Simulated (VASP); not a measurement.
Given:

```xyz
1
Lattice="0.0000 3.5197 3.5197 3.5197 0.0000 3.5197 3.5197 3.5197 0.0000" Properties=species:S:1:pos:R:3 pbc="T T T"
Rb     3.5197     0.0000     3.5197
```

These are PBEsol GGA, VASP's PBE PAW potentials (set 64) (plane waves; VASP 6.6.1) values and carry that method's errors. Run with 400 eV cut-off, Gaussian smearing of 0.050 eV, potentials Rb_sv.

Problem. Predict the band gap (along the path) with the smallest direct gap where there is one.

Solution. 
```yaml
band gap (along the path): none (metal, semimetal or under 0.01 eV)
```

Total energies compare only between runs with the same potentials, cut-off and functional.

The structure was generated: Rb was put into the fcc type (Fm-3m), which need not be its known phase. It was relaxed first.
